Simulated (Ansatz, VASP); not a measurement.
# Cross-check of TiO2 (Rutile) between VASP and Ansatz, part 2 of 3

Aim: how closely do two programs agree when they are given the same cell, functional and k mesh? The cell is taken from a series of runs on this material, whose earlier steps may have relaxed, scaled, displaced or heated it; both programs get it as it stands.

VASP 6.6.1 and Ansatz 0.2.0.

So far: The starting structure; VASP: zone-centre phonons, LDA.

## 2. VASP: zone-centre phonons, LDA (continued)

Level of this step: LDA, no spin polarisation; plane waves and PAW (Ti_sv, O) (VASP).

OUTCAR, selected parts (step 2):

```text
ion  position               nearest neighbor table
   1  0.000  0.000  0.000-   4 1.91   6 1.91   4 1.91   6 1.91   5 1.93   3 1.93
   2  0.500  0.500  0.500-   3 1.91   5 1.91   3 1.91   5 1.91   4 1.93   6 1.93
   3  0.303  0.303  0.000-   2 1.91   2 1.91   1 1.93
   4  0.197  0.803  0.500-   1 1.91   1 1.91   2 1.93
   5  0.697  0.697  0.000-   2 1.91   2 1.91   1 1.93
   6  0.803  0.197  0.500-   1 1.91   1 1.91   2 1.93

  LATTYP: Found a simple tetragonal cell.
 ALAT       =     4.5000315363
 C/A-ratio  =     0.6413056225

 Subroutine GETGRP returns: Found 16 space group operations
 (whereof  8 operations were pure point group operations)

The static configuration has the point symmetry D_2h.
 The point group associated with its full space group is D_4h.

 Found     24 irreducible k-points:

   k-points           NKPTS =     24   k-points in BZ     NKDIM =     24   number of bands    NBANDS=     30

   dimension x,y,z NGX =    36 NGY =   36 NGZ =   24
   dimension x,y,z NGXF=    72 NGYF=   72 NGZF=   48

   ENCUT  =  600.0 eV  44.10 Ry    6.64 a.u.   8.99  8.99  5.76*2*pi/ulx,y,z

   NELECT =      48.0000    total number of electrons

 k-points in reciprocal lattice and weights: Automatic mesh
   0.00000000  0.00000000  0.00000000       0.010
   0.25000000  0.00000000  0.00000000       0.042
   0.50000000  0.00000000  0.00000000       0.021
   0.25000000  0.25000000  0.00000000       0.042
   0.50000000  0.25000000  0.00000000       0.042
   0.50000000  0.50000000  0.00000000       0.010
   0.00000000  0.00000000  0.16666667       0.021
   0.25000000  0.00000000  0.16666667       0.083
   0.50000000  0.00000000  0.16666667       0.042
[...]
0.50000000  0.25000000  0.50000000       0.042
   0.50000000  0.50000000  0.50000000       0.010

 average (electrostatic) potential at core
       1 -75.3783       2 -75.3783       3 -69.8388       4 -69.8388       5 -69.8388
       6 -69.8388

  Total        3.2771853      3.2771853      4.2167495      0.0000000      0.0000000      0.0000000
  in kB       89.8462292     89.8462292    115.6050128      0.0000000      0.0000000      0.0000000
  external PRESSURE =      98.4324904 kB  Pullay stress =       0.0000000 kB

  energy-cutoff  :      600.00
  volume of cell :       58.44
      direct lattice vectors                 reciprocal lattice vectors
     4.500031536  0.000000000  0.000000000     0.222220665  0.000000000  0.000000000
     0.000000000  4.500031536  0.000000000     0.000000000  0.222220665  0.000000000
     0.000000000  0.000000000  2.885895526     0.000000000  0.000000000  0.346512890

 POSITION                                       TOTAL-FORCE (eV/Angst)
[...]
2     1.83358    -3.21074     0.00000
    3     0.00000     0.00000    -3.82615

 Eigenvectors and eigenvalues of the dynamical matrix
 ----------------------------------------------------

   1 f  =   25.794837 THz   162.073738 2PiTHz  860.423134 cm-1   106.678824 meV
             X         Y         Z           dx          dy          dz
      0.000000  0.000000  0.000000     0.000000    0.000000   -0.000000
      2.250016  2.250016  1.442948    -0.000000   -0.000000    0.000000
      1.364055  1.364055  0.000000    -0.353553   -0.353553   -0.000000
      0.885961  3.614071  1.442948    -0.353553    0.353553    0.000000
      3.135976  3.135976  0.000000     0.353553    0.353553   -0.000000
      3.614071  0.885961  1.442948     0.353553   -0.353553    0.000000

   2 f  =   19.603113 THz   123.169994 2PiTHz  653.889480 cm-1    81.071926 meV
             X         Y         Z           dx          dy          dz
      0.000000  0.000000  0.000000     0.000000   -0.000000    0.000000
      2.250016  2.250016  1.442948     0.000000    0.000000   -0.000000
      1.364055  1.364055  0.000000     0.353553    0.353553    0.000000
      0.885961  3.614071  1.442948    -0.353553    0.353553    0.000000
      3.135976  3.135976  0.000000    -0.353553   -0.353553   -0.000000
      3.614071  0.885961  1.442948     0.353553   -0.353553    0.000000

   3 f  =   15.485333 THz    97.297217 2PiTHz  516.535109 cm-1    64.042163 meV
             X         Y         Z           dx          dy          dz
      0.000000  0.000000  0.000000     0.211999   -0.427713    0.000000
      2.250016  2.250016  1.442948     0.065919    0.377280    0.000000
      1.364055  1.364055  0.000000    -0.052863   -0.348312    0.000000
      0.885961  3.614071  1.442948    -0.187182    0.391872    0.000000
      3.135976  3.135976  0.000000    -0.052863   -0.348312   -0.000000
      3.614071  0.885961  1.442948    -0.187182    0.391872    0.000000

   4 f  =   15.485333 THz    97.297217 2PiTHz  516.535109 cm-1    64.042163 meV
             X         Y         Z           dx          dy          dz
      0.000000  0.000000  0.000000     0.377280   -0.065919    0.000000
      2.250016  2.250016  1.442948    -0.427713   -0.211999   -0.000000
      1.364055  1.364055  0.000000     0.391872    0.187182    0.000000
      0.885961  3.614071  1.442948    -0.348312    0.052863    0.000000
      3.135976  3.135976  0.000000     0.391872    0.187182   -0.000000
      3.614071  0.885961  1.442948    -0.348312    0.052863   -0.000000

   5 f  =   14.857690 THz    93.353622 2PiTHz  495.599208 cm-1    61.446443 meV
             X         Y         Z           dx          dy          dz
      0.000000  0.000000  0.000000    -0.000000    0.000000    0.000000
      2.250016  2.250016  1.442948     0.000000    0.000000    0.000000
      1.364055  1.364055  0.000000    -0.000000   -0.000000    0.707107
      0.885961  3.614071  1.442948     0.000000   -0.000000    0.000076
      3.135976  3.135976  0.000000    -0.000000   -0.000000   -0.707107
      3.614071  0.885961  1.442948     0.000000   -0.000000   -0.000076

   6 f  =   14.857690 THz    93.353622 2PiTHz  495.599208 cm-1    61.446443 meV
             X         Y         Z           dx          dy          dz
      0.000000  0.000000  0.000000    -0.000000   -0.000000    0.000000
      2.250016  2.250016  1.442948     0.000000    0.000000   -0.000000
      1.364055  1.364055  0.000000    -0.000000   -0.000000   -0.000076
      0.885961  3.614071  1.442948    -0.000000    0.000000    0.707107
      3.135976  3.135976  0.000000    -0.000000   -0.000000    0.000076
      3.614071  0.885961  1.442948    -0.000000    0.000000   -0.707107

   7 f  =   12.974956 THz    81.524054 2PiTHz  432.797950 cm-1    53.660083 meV
             X         Y         Z           dx          dy          dz
      0.000000  0.000000  0.000000     0.000000   -0.000000    0.155931
      2.250016  2.250016  1.442948    -0.000000    0.000000   -0.155931
      1.364055  1.364055  0.000000     0.000000   -0.000000    0.487691
      0.885961  3.614071  1.442948     0.000000    0.000000   -0.487691
      3.135976  3.135976  0.000000    -0.000000    0.000000    0.487691
      3.614071  0.885961  1.442948    -0.000000   -0.000000   -0.487691

   8 f  =   12.654226 THz    79.508848 2PiTHz  422.099551 cm-1    52.333651 meV
             X         Y         Z           dx          dy          dz
      0.000000  0.000000  0.000000     0.000000   -0.000000    0.000000
      2.250016  2.250016  1.442948    -0.000000    0.000000   -0.000000
      1.364055  1.364055  0.000000    -0.353553    0.353553    0.000000
      0.885961  3.614071  1.442948    -0.353553   -0.353553   -0.000000
      3.135976  3.135976  0.000000     0.353553   -0.353553    0.000000
      3.614071  0.885961  1.442948     0.353553    0.353553   -0.000000

   9 f  =   12.484564 THz    78.442830 2PiTHz  416.440235 cm-1    51.631985 meV
             X         Y         Z           dx          dy          dz
      0.000000  0.000000  0.000000    -0.409829    0.363718    0.000000
      2.250016  2.250016  1.442948     0.433712   -0.390432   -0.000000
      1.364055  1.364055  0.000000     0.212809   -0.187945    0.000000
      0.885961  3.614071  1.442948    -0.233405    0.210983   -0.000000
      3.135976  3.135976  0.000000     0.212809   -0.187945    0.000000
      3.614071  0.885961  1.442948    -0.233405    0.210983   -0.000000

  10 f  =   12.484564 THz    78.442830 2PiTHz  416.440235 cm-1    51.631985 meV
             X         Y         Z           dx          dy          dz
      0.000000  0.000000  0.000000    -0.390432   -0.433712    0.000000
      2.250016  2.250016  1.442948     0.363718    0.409829    0.000000
      1.364055  1.364055  0.000000     0.210983    0.233405   -0.000000
      0.885961  3.614071  1.442948    -0.187945   -0.212809   -0.000000
      3.135976  3.135976  0.000000     0.210983    0.233405    0.000000
      3.614071  0.885961  1.442948    -0.187945   -0.212809    0.000000

  11 f  =    6.530166 THz    41.030244 2PiTHz  217.822895 cm-1    27.006585 meV
             X         Y         Z           dx          dy          dz
      0.000000  0.000000  0.000000    -0.000000    0.000000    0.449089
      2.250016  2.250016  1.442948    -0.000000    0.000000    0.449089
      1.364055  1.364055  0.000000     0.000000   -0.000000   -0.386212
      0.885961  3.614071  1.442948     0.000000   -0.000000   -0.386212
      3.135976  3.135976  0.000000     0.000000    0.000000   -0.386212
      3.614071  0.885961  1.442948     0.000000   -0.000000   -0.386212

  12 f  =    5.236924 THz    32.904566 2PiTHz  174.684991 cm-1    21.658169 meV
             X         Y         Z           dx          dy          dz
      0.000000  0.000000  0.000000     0.436730    0.228415    0.000000
      2.250016  2.250016  1.442948     0.372479    0.013443   -0.000000
      1.364055  1.364055  0.000000    -0.313367    0.026480   -0.000000
      0.885961  3.614071  1.442948    -0.392227   -0.237368   -0.000000
      3.135976  3.135976  0.000000    -0.313367    0.026480   -0.000000
      3.614071  0.885961  1.442948    -0.392227   -0.237368   -0.000000

  13 f  =    5.236924 THz    32.904566 2PiTHz  174.684991 cm-1    21.658169 meV
             X         Y         Z           dx          dy          dz
      0.000000  0.000000  0.000000    -0.013443    0.372479    0.000000
      2.250016  2.250016  1.442948    -0.228415    0.436730   -0.000000
      1.364055  1.364055  0.000000     0.237368   -0.392227   -0.000000
      0.885961  3.614071  1.442948    -0.026480   -0.313367    0.000000
      3.135976  3.135976  0.000000     0.237368   -0.392227   -0.000000
      3.614071  0.885961  1.442948    -0.026480   -0.313367    0.000000
    [... 43 further lines ...]
      3.135976  3.135976  0.000000     0.315012   -0.006824   -0.000000
      3.614071  0.885961  1.442948     0.315041   -0.008055   -0.000000

 MACROSCOPIC STATIC DIELECTRIC TENSOR IONIC CONTRIBUTION
 ------------------------------------------------------
          92.290478     0.000000     0.000000
           0.000000    92.290478     0.000000
           0.000000     0.000000   108.025416
 ------------------------------------------------------

 ELASTIC MODULI CONTR FROM IONIC RELAXATION (kBar)
 Direction    XX          YY          ZZ          XY          YZ          ZX
 --------------------------------------------------------------------------------
 XX        -742.0204    652.6384   -119.7229      0.0000      0.0000      0.0000
 YY         652.6384   -742.0204   -119.7229     -0.0000     -0.0000     -0.0000
 ZZ        -119.7229   -119.7229   -320.7263     -0.0000      0.0000      0.0000
 XY           0.0000      0.0000      0.0000    -24.4283     -0.0000     -0.0000
 YZ           0.0000     -0.0000      0.0000     -0.0000   -510.8782      0.0000
 ZX           0.0000     -0.0000      0.0000     -0.0000      0.0000   -387.2435
 --------------------------------------------------------------------------------

 PIEZOELECTRIC TENSOR IONIC CONTR  for field in x, y, z        (C/m^2)
          XX          YY          ZZ          XY          YZ          ZX
  --------------------------------------------------------------------------------
  x     0.00000    -0.00000    -0.00000    -0.00000     0.00000     0.00000
  y    -0.00000     0.00000    -0.00000     0.00000     0.00000     0.00000
  z    -0.00000     0.00000    -0.00000    -0.00000    -0.00000    -0.00000
```

This run has no spin polarisation, so a moment on Ti, if there is one, isn't seen. The dielectric response converges more slowly with the mesh than energies do, so tensor and charges may still move on a finer one.

(Part 2 of 3 ends here.)

[Lines on the potential files, build, host, timing and source positions are cut from VASP's logs without a mark.]

[Logs are printed without paths, hosts, clocks, repeated set-up lines and the standing remarks that a program may print on its own settings, such as how far it seeks lower states.]

[Hosts, paths, dates, database ids (printed as entryN), source tags and the programs' standing remarks are cut or masked in the printed files.]
